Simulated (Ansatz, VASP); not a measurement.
TePd in VASP and in Ansatz

The input INCAR:

```
PREC = Accurate
ENCUT = 520
EDIFF = 1E-7
ISMEAR = 0
SIGMA = 0.05
LREAL = F
LASPH = T
NELM = 150
ALGO = Normal
ISIF = 2
LWAVE = F
LCHARG = F
ISPIN = 2
MAGMOM = 2 0
LORBIT = 11
LMAXMIX = 4
LDAU = T
LDAUTYPE = 1
LDAUL = 2 -1
LDAUU = 5 0
LDAUJ = 0.9 0
LDAUPRINT = 1
NBANDS = 19
```

File KPOINTS:

```
regular mesh
0
Gamma
  5 5 5
```

Contents of POSCAR:

```
TePd
1.0
    3.6310931200      0.0000000000      0.0000000000
    0.0000000000      3.6310931200      0.0000000000
    0.0000000000      0.0000000000      3.6310931200
Pd Te
1 1
Direct
    0.0000000000      0.0000000000      0.0000000000
    0.5000000000      0.5000000000      0.5000000000
```

Input for Ansatz:

```yaml
crystal:
  lattice:
    - [3.63109312, 0.0, 0.0]
    - [0.0, 3.63109312, 0.0]
    - [0.0, 0.0, 3.63109312]
  atoms:
    - { symbol: Pd, position: [0.0, 0.0, 0.0], spin: 2.0 }
    - { symbol: Te, position: [0.5, 0.5, 0.5] }
basis:
  ecutwfc: 420
  ecutrho_ratio: 4
kpoints:
  mp_grid: { grid: [5, 5, 5] }
hamiltonian:
  xc: lda
  hubbard: { sites: [{ site: 0, l: d, u: 5.0, j: 0.9 }] }
scf:
  occupations: { method: gaussian, width: 0.05 }
  lower_state_search: "off"
  max_iter: 150
output:
  forces: true
  stress: true
  eigenvalues: true
  populations: true
  hubbard: { sites: [{ site: 0, l: d }] }
magnetization:
  spin_polarized: true
```

Alike in both runs: task single point; functional LDA; k mesh 5 × 5 × 5; occupations gaussian, width 0.05 eV; collinear spin; Hubbard terms Pd d U = 5.0 eV, J = 0.9 eV.

|  | VASP | Ansatz |
| --- | --- | --- |
| version | VASP 6.6.1 | Ansatz 0.2.0 |
| potentials or method | VASP PAW LDA potentials, release 64 (Pd, Te) | scalar-relativistic, plane waves, PAW |
| plane-wave cutoff (eV) | 520 | 420 |
| valence electrons in the cell | 16 | 34 |

VASP gave:

```
gap on the k mesh at the Fermi level (eV)                     : none
pressure (GPa)                                                : -17.6
net moment per atom (μB)                                      : 0.03
size of the moment on the site where the two differ most (μB) : 0.05
```

**Question.** Estimate Ansatz's values.

**Answer.** gap on the k mesh at the Fermi level (eV): none; pressure (GPa): -16.3; net moment per atom (μB): 0.00; size of the moment on the site where the two differ most (μB): 0.00.

Site moments also hang on the region over which each program counts them. The programs project onto different local orbitals, so the same U acts differently. A gap of «none» marks a metal or a gap that the smearing closes. The two sets of potentials don't hold the same shells in valence. Ansatz warned: «filled_band_counts_differ_across_k_points».

Caveats: the U is typed as a test and isn't derived for this compound. The state reached can hang on the start; a lower one may exist. Spin-orbit coupling is left out, which matters for the levels of Te.
